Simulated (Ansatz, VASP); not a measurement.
**Cross-check of TiC between VASP and Ansatz**

Aim: how closely do two programs agree when they are given the same cell, functional and k mesh? The cell is taken from a series of runs on this material, whose earlier steps may have relaxed, scaled, displaced or heated it; both programs get it as it stands.

Calculated with Ansatz 0.2.0; plane waves, with VASP 6.6.1 beside it; zone-centre phonons at LDA.

### 1. Set-up

It takes space group Fm-3m (No. 225, cubic). Conventional cell: a = 4.261 Å, b = 4.261 Å, c = 4.261 Å, α = 90.00°, β = 90.00°, γ = 90.00°. Nearest to C lie 6 Ti at 2.13 Å. Ti has 6 C at 2.13 Å nearest. Farther neighbours are not listed.

Coordinates:

```cif
data_structure
_symmetry_space_group_name_H-M 'Fm-3m'
_symmetry_Int_Tables_number 225
_cell_length_a 4.2608
_cell_length_b 4.2608
_cell_length_c 4.2608
_cell_angle_alpha 90.000
_cell_angle_beta 90.000
_cell_angle_gamma 90.000
_cell_volume 77.35
loop_
_atom_site_label
_atom_site_type_symbol
_atom_site_symmetry_multiplicity
_atom_site_Wyckoff_symbol
_atom_site_fract_x
_atom_site_fract_y
_atom_site_fract_z
_atom_site_occupancy
C1 C 4 b 0.50000 0.00000 0.00000 1
Ti1 Ti 4 a 0.00000 0.00000 0.00000 1
```

### 2. VASP: zone-centre phonons, LDA, pair 1

Second derivatives magnify differences that forces hide, and they need a tight electronic threshold.

Lines of VASP's logs that name or quote its potential files are left out, and so is its time.

The input, INCAR:

```
SYSTEM = TiC
PREC = Accurate
ENCUT = 600
EDIFF = 1E-08
NELM = 120
ISMEAR = 1
SIGMA = 0.2
LREAL = .FALSE.
ALGO = Normal
GGA = CA
NBANDS = 14
LASPH = .TRUE.
LORBIT = 11
LWAVE = .FALSE.
LCHARG = .FALSE.
ISIF = 2
IBRION = 8
GGA_COMPAT = .FALSE.
KPAR = 2
```

The input, POSCAR:

```
TiC
1.0
    0.0000000000      2.1304133796      2.1304133796
    2.1304133796      0.0000000000      2.1304133796
    2.1304133796      2.1304133796      0.0000000000
C Ti
1 1
Direct
    0.5000000000      0.5000000000      0.5000000000
    0.0000000000      0.0000000000      0.0000000000
```

The input, KPOINTS:

```
Automatic mesh
0
Gamma
16 16 16
0 0 0
```

The projector-augmented-wave data sets are C and Ti_sv (LDA family, release 64).

Run with:

```
mpirun -np 2 vasp_std
```

Numbers of over 12 decimals in the logs are rounded to 6 here.

Log:

```text
[banner, memory and clock lines left out]
running    2 mpi-ranks, on    1 nodes
 distrk:  each k-point on    1 cores,    2 groups
 distr:  one band on    1 cores,    1 groups

 POSCAR found type information on POSCAR C Ti
 POSCAR found :  2 types and       2 ions
 LDA part: xc-table for (Slater(with rela. corr.)+CA(PZ))
 , standard interpolation
 POSCAR, INCAR and KPOINTS ok, starting setup
 FFT: planning ... GRIDC
 FFT: planning ... GRID_SOFT
 FFT: planning ... GRID
 WAVECAR not read
 entering main loop
       N       E                     dE             d eps       ncg     rms          rms(c)
DAV:   1     0.126116320226E+03    0.12612E+03   -0.88769E+03  4060   0.151E+03
DAV:   2    -0.173741642789E+02   -0.14349E+03   -0.13501E+03  4312   0.371E+02
DAV:   3    -0.256337478724E+02   -0.82596E+01   -0.80890E+01  5380   0.864E+01
DAV:   4    -0.259691317486E+02   -0.33538E+00   -0.33511E+00  5080   0.157E+01
DAV:   5    -0.259761842961E+02   -0.70525E-02   -0.70523E-02  5406   0.201E+00    0.190E+01
DAV:   6    -0.211698179663E+02    0.48064E+01   -0.13048E+01  5818   0.607E+01    0.687E+00
DAV:   7    -0.205837600409E+02    0.58606E+00   -0.22509E+00  4932   0.227E+01    0.536E+00
DAV:   8    -0.205535152290E+02    0.30245E-01   -0.11565E-01  4450   0.391E+00    0.345E+00
DAV:   9    -0.205416837307E+02    0.11831E-01   -0.10255E-01  5030   0.382E+00    0.678E-01
DAV:  10    -0.205410648223E+02    0.61891E-03   -0.10350E-02  5480   0.134E+00    0.635E-01
DAV:  11    -0.205392287713E+02    0.18361E-02   -0.48433E-03  4348   0.105E+00    0.151E-01
DAV:  12    -0.205392216891E+02    0.70822E-05   -0.36584E-04  4516   0.225E-01    0.465E-02
DAV:  13    -0.205392115727E+02    0.10116E-04   -0.18900E-05  5008   0.357E-02    0.627E-03
DAV:  14    -0.205392112722E+02    0.30059E-06   -0.61635E-07  5038   0.935E-03    0.273E-03
DAV:  15    -0.205392112179E+02    0.54231E-07   -0.12617E-07  6350   0.470E-03    0.106E-03
DAV:  16    -0.205392112093E+02    0.86604E-08   -0.24283E-08  4366   0.254E-03
   1 F= -.20539211E+02 E0= -.20539113E+02  d E =-.293263E-03
 Linear response reoptimize wavefunctions to high precision
DAV:   1    -0.205392112093E+02   -0.26375E-10   -0.68351E-10  3126   0.360E-04
 Linear response DOF=           2
 Linear response progress:
  Degree of freedom:   1/  2
       N       E                     dE             d eps       ncg     rms          rms(c)
RMM:   1    -0.126194983372E+00   -0.12619E+00   -0.56731E-02 20977   0.232E+00
RMM:   2    -0.116242494448E+00    0.99525E-02   -0.56374E-03 19005   0.570E-01    0.147E-01
RMM:   3    -0.116865070234E+00   -0.62258E-03   -0.19157E-03 19413   0.244E-01    0.671E-02
RMM:   4    -0.117869152129E+00   -0.10041E-02   -0.73603E-04 19889   0.148E-01    0.146E-02
RMM:   5    -0.117996362422E+00   -0.12721E-03   -0.15435E-04 22663   0.589E-02    0.279E-03
RMM:   6    -0.117977252061E+00    0.19110E-04   -0.20702E-05 21980   0.240E-02    0.115E-03
RMM:   7    -0.117981213449E+00   -0.39614E-05   -0.42429E-06 22985   0.112E-02    0.464E-04
RMM:   8    -0.117981005899E+00    0.20755E-06   -0.91505E-07 22789   0.540E-03    0.300E-04
RMM:   9    -0.117980313093E+00    0.69281E-06    0.23013E-07 22939   0.278E-03    0.133E-04
RMM:  10    -0.117979803943E+00    0.50915E-06   -0.98033E-07 22883   0.149E-03    0.667E-05
RMM:  11    -0.117979945653E+00   -0.14171E-06   -0.23356E-07 22559   0.787E-04    0.742E-05
RMM:  12    -0.117979936868E+00    0.87849E-08    0.83858E-08 22928   0.424E-04    0.319E-05
 first order change of Fermi-energy   0.27389E-03
 force on displaced ion       1 direction 1 : -10.957   0.000   0.000
 Linear response progress:
  Degree of freedom:   2/  2
       N       E                     dE             d eps       ncg     rms          rms(c)
RMM:   1    -0.674161386904E+00   -0.67416E+00    0.83623E+00  9867   0.131E+02
RMM:   2    -0.648839198353E+00    0.25322E-01   -0.23529E-01 16358   0.498E+00    0.228E-01
RMM:   3    -0.648085134016E+00    0.75406E-03   -0.18592E-02 19376   0.117E+00    0.112E-01
RMM:   4    -0.647367817065E+00    0.71732E-03   -0.74185E-03 21203   0.509E-01    0.212E-02
RMM:   5    -0.647917309521E+00   -0.54949E-03   -0.11693E-03 22342   0.203E-01    0.998E-03
RMM:   6    -0.648227950696E+00   -0.31064E-03   -0.30556E-04 22437   0.878E-02    0.725E-03
RMM:   7    -0.648667394445E+00   -0.43944E-03   -0.74781E-05 20142   0.471E-02    0.475E-03
RMM:   8    -0.648608067634E+00    0.59327E-04   -0.37293E-05 22218   0.236E-02    0.966E-04
RMM:   9    -0.648565277667E+00    0.42790E-04   -0.24269E-05 22326   0.136E-02    0.845E-04
RMM:  10    -0.648594301177E+00   -0.29024E-04   -0.17684E-05 21878   0.801E-03    0.138E-04
RMM:  11    -0.648601904554E+00   -0.76034E-05   -0.15786E-05 23236   0.531E-03    0.310E-05
RMM:  12    -0.648601780502E+00    0.12405E-06   -0.12084E-05 23837   0.370E-03    0.733E-05
RMM:  13    -0.648604852578E+00   -0.30721E-05   -0.10209E-05 21413   0.284E-03    0.266E-05
RMM:  14    -0.648605148592E+00   -0.29601E-06   -0.73930E-06 23326   0.222E-03    0.324E-05
RMM:  15    -0.648604933112E+00    0.21548E-06   -0.71662E-06 22803   0.182E-03    0.552E-05
RMM:  16    -0.648605290555E+00   -0.35744E-06   -0.55952E-06 22719   0.153E-03    0.595E-05
RMM:  17    -0.648605461861E+00   -0.17131E-06   -0.47253E-06 22857   0.131E-03    0.645E-05
RMM:  18    -0.648605473152E+00   -0.11291E-07   -0.39747E-06 22757   0.113E-03    0.746E-05
RMM:  19    -0.648606215368E+00   -0.74222E-06   -0.36574E-06 19748   0.100E-03    0.649E-05
 first order change of Fermi-energy   0.45303E-04
 force on displaced ion       2 direction 1 : -10.990   0.000   0.000
 Linear response finished
```

OUTCAR, selected parts (step 2):

```text
ion  position               nearest neighbor table
   1  0.500  0.500  0.500-   2 2.13   2 2.13   2 2.13   2 2.13   2 2.13   2 2.13
   2  0.000  0.000  0.000-   1 2.13   1 2.13   1 2.13   1 2.13   1 2.13   1 2.13

  LATTYP: Found a face centered cubic cell.
 ALAT       =     4.2608267592

 Subroutine GETGRP returns: Found 48 space group operations
 (whereof 48 operations were pure point group operations)

The static configuration has the point symmetry O_h .

 Found    145 irreducible k-points:

   k-points           NKPTS =    145   k-points in BZ     NKDIM =    145   number of bands    NBANDS=     14

   dimension x,y,z NGX =    24 NGY =   24 NGZ =   24
   dimension x,y,z NGXF=    48 NGYF=   48 NGZF=   48

   ENCUT  =  600.0 eV  44.10 Ry    6.64 a.u.   6.02  6.02  6.02*2*pi/ulx,y,z

   NELECT =      16.0000    total number of electrons

 k-points in reciprocal lattice and weights: Automatic mesh
   0.00000000  0.00000000  0.00000000       0.000
   0.06250000  0.00000000  0.00000000       0.002
   0.12500000  0.00000000  0.00000000       0.002
   0.18750000  0.00000000  0.00000000       0.002
   0.25000000  0.00000000  0.00000000       0.002
   0.31250000  0.00000000  0.00000000       0.002
   0.37500000  0.00000000  0.00000000       0.002
   0.43750000  0.00000000  0.00000000       0.002
   0.50000000  0.00000000  0.00000000       0.001
[...]
-0.31250000  0.50000000  0.18750000       0.003
  -0.25000000  0.50000000  0.25000000       0.001

 average (electrostatic) potential at core
       1 -48.1488       2 -70.4490

  Total        0.0709616      0.0709616      0.0709616     -0.0000000      0.0000000      0.0000000
  in kB        5.8791207      5.8791207      5.8791207     -0.0000000      0.0000000      0.0000000
  external PRESSURE =       5.8791207 kB  Pullay stress =       0.0000000 kB

  energy-cutoff  :      600.00
  volume of cell :       19.34
      direct lattice vectors                 reciprocal lattice vectors
     0.000000000  2.130413380  2.130413380    -0.234696235  0.234696235  0.234696235
     2.130413380  0.000000000  2.130413380     0.234696235 -0.234696235  0.234696235
     2.130413380  2.130413380  0.000000000     0.234696235  0.234696235 -0.234696235

 POSITION                                       TOTAL-FORCE (eV/Angst)
 -----------------------------------------------------------------------------------
      2.13041      2.13041      2.13041        -0.000000     -0.000000     -0.000000
      0.00000      0.00000      0.00000         0.000000      0.000000      0.000000
 -----------------------------------------------------------------------------------
    total drift:                                0.000000     -0.000000     -0.000000

 Eigenvectors and eigenvalues of the dynamical matrix
 ----------------------------------------------------

   1 f  =   16.705086 THz   104.961149 2PiTHz  557.221680 cm-1    69.086652 meV
             X         Y         Z           dx          dy          dz
      2.130413  2.130413  2.130413     0.000000    0.893855    0.000000
      0.000000  0.000000  0.000000     0.000000   -0.448356    0.000000

   2 f  =   16.705086 THz   104.961149 2PiTHz  557.221680 cm-1    69.086652 meV
             X         Y         Z           dx          dy          dz
      2.130413  2.130413  2.130413     0.893855    0.000000    0.000000
      0.000000  0.000000  0.000000    -0.448356    0.000000    0.000000

   3 f  =   16.705086 THz   104.961149 2PiTHz  557.221680 cm-1    69.086652 meV
             X         Y         Z           dx          dy          dz
      2.130413  2.130413  2.130413     0.000000    0.000000    0.893855
      0.000000  0.000000  0.000000     0.000000    0.000000   -0.448356

   4 f/i=    0.009905 THz     0.062237 2PiTHz    0.330407 cm-1     0.040965 meV
             X         Y         Z           dx          dy          dz
      2.130413  2.130413  2.130413    -0.448356    0.000000    0.000000
      0.000000  0.000000  0.000000    -0.893855    0.000000    0.000000

   5 f/i=    0.009905 THz     0.062237 2PiTHz    0.330407 cm-1     0.040965 meV
             X         Y         Z           dx          dy          dz
      2.130413  2.130413  2.130413     0.000000    0.000000   -0.448356
      0.000000  0.000000  0.000000     0.000000    0.000000   -0.893855

   6 f/i=    0.009905 THz     0.062237 2PiTHz    0.330407 cm-1     0.040965 meV
             X         Y         Z           dx          dy          dz
      2.130413  2.130413  2.130413     0.000000   -0.448356    0.000000
      0.000000  0.000000  0.000000     0.000000   -0.893855    0.000000

 ELASTIC MODULI CONTR FROM IONIC RELAXATION (kBar)
 Direction    XX          YY          ZZ          XY          YZ          ZX
 --------------------------------------------------------------------------------
 XX           0.0000      0.0000      0.0000      0.0000      0.0000      0.0000
 YY           0.0000      0.0000      0.0000      0.0000      0.0000      0.0000
 ZZ           0.0000      0.0000      0.0000      0.0000      0.0000      0.0000
 XY           0.0000      0.0000      0.0000      0.0000      0.0000      0.0000
 YZ           0.0000      0.0000      0.0000      0.0000      0.0000      0.0000
 ZX           0.0000      0.0000      0.0000      0.0000      0.0000      0.0000
 --------------------------------------------------------------------------------
```

### 3. Ansatz: zone-centre phonons, LDA, pair 1

Ansatz runs on its PAW soft_1 files.

The same cell, functional (in two slightly different forms), mesh and smearing now go to Ansatz, which takes its cutoff from its data sets.

The input, input.yaml:

```yaml
crystal:
  lattice:
    - [0.0, 2.1304133796, 2.1304133796]
    - [2.1304133796, 0.0, 2.1304133796]
    - [2.1304133796, 2.1304133796, 0.0]
  atoms:
    - { symbol: C, position: [0.5, 0.5, 0.5] }
    - { symbol: Ti, position: [0.0, 0.0, 0.0] }
kpoints:
  mp_grid: { grid: [16, 16, 16] }
hamiltonian:
  xc: lda
  pseudopotentials: { kind: paw, azcp: { folder: soft_1 }, xc_functional: pbe }
scf:
  occupations: { method: methfessel_paxton, width: 0.2 }
output:
  eigenvalues: true
phonons:
  method: dfpt
```

Run with:

```
ansatz run input.yaml --threads 4 --pin off --max-ram 10240MiB --backend cpu --events-out ev --progress --plain --runs-dir out
```

Log:

```text
Engine: ansatz 0.2.0, aarch64-unknown-linux-gnu
Pseudopotentials: kind: paw
Pseudopotential: C, paw, valence charge 4, recommended cutoff 420 eV (normal), soft_1/C.paw.azcp
Pseudopotential: Ti, paw, valence charge 12, recommended cutoff 420 eV (normal), soft_1/Ti.paw.azcp
Functional definition: SPW92
  exchange = slater_x
  correlation = pw_c
Crystal: 2 atoms, lattice volume = 19.338 Å³
Basis set: ecut = 420 eV, 339 PW (Γ), exchange–correlation on 48×48×48 points (8 copies of the dense FFT grid, shifted against one another)
Bands: 12, of which v1, the nominal top of the filled ones, is band 8 counted from 1 (7 counted from 0)
Symmetry: 48 space group operations
k-points: 349 of 4096 (irreducible under 8 space group operations, time reversal used)
Non-local potential: C, projectors of the file, l = 0: 2, l = 1: 2, l = 2: 1
Non-local potential: Ti, projectors of the file, l = 0: 3, l = 1: 2, l = 2: 3, l = 3: 1
PAW form: soft (Blöchl's): semilocal exchange-correlation on the pseudo side does not see the compensation charge
PAW frozen core: C, regenerated for the run's functional, and the local potential with it (the file was generated under x = pbe(κ = 0.804, μ = 0.219515), c = pbe(β = 0.066725))
PAW frozen core: Ti, regenerated for the run's functional, and the local potential with it (the file was generated under x = pbe(κ = 0.804, μ = 0.219515), c = pbe(β = 0.066725))
PAW one-centre angular grid: C, 110 points (default); XC on 64 Gauss nodes
PAW one-centre angular grid: Ti, 590 points (default); XC on 64 Gauss nodes
Initial density: superposition of atomic densities (chi_scale 0.1, normalization cell, long waves kept (reshape's long-wave potential 0.00 eV rms))
Initial wavefunctions: pseudopotential atomic-orbital guess
Functional: x = slater, c = lda
SCF iter   1: F=—  HF=-2696.233538 eV  |F-HF|=—  |Δ(HF+E_count)|=         —  Δρ=1.44e-1  dr2=5.13e0  ethr=3.10e-3  ⟨swp⟩=4.3  Hψ=20289  notcnv=0
preconditioner: auto → none  [insulator: Δε(μ)=0.130 eV  Ē_g=20.394 eV  σ=0.200 eV  W_gap=0.51  n_scr=8 (ndim 8)  ℏωp=31.6 eV  f_vac=0.000  D(μ)=0.22/eV (n_scr^D=0)  ε∞_Penn≈3.4]
SCF iter   2: F=—  HF=-2695.326685 eV  |F-HF|=—  |Δ(HF+E_count)|=   9.07e-1  S|Δr|=    0.00e0  Δρ=5.38e-2  dr2=7.10e-1  ethr=3.10e-3  ⟨swp⟩=2.6  Hψ=9479  notcnv=0
SCF iter   3: F=—  HF=-2695.187451 eV  |F-HF|=—  |Δ(HF+E_count)|=   1.39e-1  S|Δr|=    0.00e0  Δρ=5.72e-3  dr2=2.66e-3  ethr=3.10e-3  ⟨swp⟩=2.3  Hψ=7088  notcnv=0
SCF iter   4: F=—  HF=-2695.186341 eV  |F-HF|=—  |Δ(HF+E_count)|=   1.11e-3  S|Δr|=    0.00e0  Δρ=1.44e-3  dr2=1.22e-4  ethr=1.66e-5  ⟨swp⟩=2.3  Hψ=8453  notcnv=0
SCF iter   5: F=—  HF=-2695.186355 eV  |F-HF|=—  |Δ(HF+E_count)|=   1.36e-5  S|Δr|=    0.00e0  Δρ=3.17e-4  dr2=1.02e-5  ethr=7.61e-7  ⟨swp⟩=2.0  Hψ=6854  notcnv=0
SCF iter   6: F=—  HF=-2695.186353 eV  |F-HF|=—  |Δ(HF+E_count)|=   1.84e-6  S|Δr|=    0.00e0  Δρ=2.82e-5  dr2=7.36e-8  ethr=6.40e-8  ⟨swp⟩=2.1  Hψ=4872  notcnv=0
SCF iter   7: F=—  HF=-2695.186354 eV  |F-HF|=—  |Δ(HF+E_count)|=   1.26e-6  S|Δr|=    0.00e0  Δρ=2.42e-6  dr2=1.09e-9  ethr=4.60e-10  ⟨swp⟩=2.2  Hψ=5350  notcnv=0
SCF iter   8: F=-2695.186354 eV  HF=-2695.186354 eV  |F-HF|=2.27e-12  |Δ(HF+E_count)|=  1.45e-10  S|Δr|=    0.00e0  Δρ=1.36e-7  dr2=2.20e-12  ethr=1.00e-12  ⟨swp⟩=3.8  Hψ=19289  notcnv=0
SCF 1 converged in 8 iterations: F = -2695.186354 eV  dr2 = 2.20e-12
  greatest PAW one-centre occupation: 0.998 electrons in one spin orbital (limit 2), on the Ti atom at site 1 (counted from 0), in its partial waves of l = 0
DFPT response loops at Γ: preconditioner auto → Kerker (q_TF=auto, 2.643 Å⁻¹) (partly filled bands, converged f_vac=0.000); β = 1.00, the filter's whole step (`scf.mixing.beta` (0.50) is not read by the response loops under this deck's `scf.mixing.preconditioner`; to damp them name `kerker` or `kerker_dos`, under which they read `scf.mixing.beta`, and type it under 1.00, their step now; both keys bind the ground state too); Broyden in place of MSR1
SCF converged after 8 iterations
Stability not checked: this state was not tested for a lower state beside it, because cold or Methfessel-Paxton smearing, or corrected tetrahedra, fill the levels in a way that the test cannot read (fill_not_monotonic; see scf.lower_state_search)
Free energy (F): -2695.186354 eV
Harris-Foulkes:  -2695.186354 eV  (|F-HF|=2.27e-12)
Internal energy: -2695.186048 eV  (E = F + TS)
E sigma→0 (E₀):  -2695.186278 eV
Entropy (-TS):   -0.000306 eV (-0.153 meV/atom)
Fermi energy:    15.157858 eV
--- Per-component energies (eV) ---
  E_band       = -99.853523
  E_kinetic    = 368.729111
  E_local      = -804.691916  (includes V_loc(G=0)·N_el)
  E_nonlocal   = 88.651073
  E_hartree    = 317.534608
  E_xc         = -164.048986
  E_vxc        = -205.716548  (∫ρ·V_xc dr)
  E_paw        = -1085.395384  (= ΣΔE_a)
  E_vpaw       = -181.894348  (= ΣTr[D̂ρ^β])
  E_aug_tail   = -0.000072  (compensation charges beyond the density's cutoff)
  E_ewald      = -1416.353267
  E_core_change = 0.388783  (= ΣΔE_core)
  E_smearing   = -0.000306  (= −TS)
  E_closure    = -0.000000  (closes the sum)
  Σ components = -2695.186354   (vs F -2695.186354, Δ=0.00e0)
--- Band table (eV; the first three rows and the last of 349) ---
  k-point 0: bands = [... 4 lower, 2.7261, 15.8217, 15.8217, 15.8217, 16.9270, 16.9270, 16.9270, 16.9990]
  k-point 1: bands = [... 4 lower, 2.8210, 15.3747, 15.6342, 15.6342, 16.2255, 16.2255, 17.1744, 18.0257]
  k-point 2: bands = [... 4 lower, 3.0995, 14.4844, 14.8537, 14.8537, 16.2859, 16.2859, 17.5307, 19.1490]
  k-point 348: bands = [... 4 lower, 5.7134, 11.9562, 11.9562, 12.3582, 18.1003, 18.1003, 18.9034, 20.7485]
--- Phonons (Γ-DFPT): 2 representative perturbations + reference, on 349 of 4096 k-points (Σ response iterations 6) ---
  k mesh reduced under 8 symmetry operations, with k and −k counted as one. Each operation leaves every solved perturbation unchanged. A smaller set is not used because it would not reduce the number of displacements times k-points to solve
  ASR residual: 6.385e-5 → 0.000e0 eV/Å²; symmetrization residual: 2.829e-7 eV/Å²
  ASR residual per site (eV/Å²): 4.72e-5 6.38e-5
  Γ frequencies (cm⁻¹): 0.00 0.00 0.00 554.88 554.88 554.88
  non-analytic LO–TO correction: not included (Born effective charges unavailable; polar crystals: no LO–TO splitting at Γ)
```

### 4. Comparison

Known differences besides the potentials themselves: the two LDA forms differ slightly; the cutoff is 420 eV in Ansatz and 600 eV in VASP; VASP's log shows a relativistic correction to its local exchange, Ansatz's none. Total energies have different zeros and are not compared.

The two programs side by side:

```tsv
quantity	Ansatz	VASP	difference
optical mode 1 to 3 (cm⁻¹)	554.9	557.2	-0.42 %
```

Modes are paired by rising frequency, not by their patterns, so a pair may set unlike modes beside each other; they are those without the splitting of longitudinal modes.

[end of part 1 of 2]

[Lines on the potential files, build, host, timing and source positions are cut from VASP's logs without a mark.]

[Logs are printed without paths, hosts, clocks, repeated set-up lines and the standing remarks that a program may print on its own settings, such as how far it seeks lower states.]

[Hosts, paths, dates, database ids (printed as entryN), source tags and the programs' standing remarks are cut or masked in the printed files.]
